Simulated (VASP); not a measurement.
Crystal: Ta.

```
CELL_PARAMETERS angstrom
-1.65128 1.65128 1.65128
1.65128 -1.65128 1.65128
1.65128 1.65128 -1.65128
ATOMIC_POSITIONS crystal
Ta 0.00000 0.00000 0.00000
```

```yaml
Program: VASP 6.6.1
Task: relaxation of cell and atoms
Functional: PBE
Potentials_or_basis: VASP PAW PBE potentials, release 64 (Ta_pv)
Cutoff: 520 eV
k_mesh: 10 × 10 × 10
Occupations: gaussian, width 0.1 eV
Spin: no spin polarisation
```

At the start: pressure 4.8 GPa; volume 18.01 Å³/atom.

**Question.** Where does the relaxation end?

**Answer.** Over 4 steps the energy falls by 5.9 meV/atom and the volume is 18.42 Å³/atom (+2.3 %); space group Im-3m (No. 229, to 0.05 Å).

The path:
```tsv
step	energy change (eV)	largest force (eV/Å)	pressure (GPa)	volume (Å³)
1	0.0000	0.0000	4.76	18.01
2	0.0273	0.0000	-9.96	19.44
3	-0.0059	0.0000	-0.07	18.43
4	-0.0059	0.0000	0.02	18.42
```

Final structure:
```
CELL_PARAMETERS angstrom
-1.66361 1.66361 1.66361
1.66361 -1.66361 1.66361
1.66361 1.66361 -1.66361
ATOMIC_POSITIONS crystal
Ta 0.00000 0.00000 0.00000
```
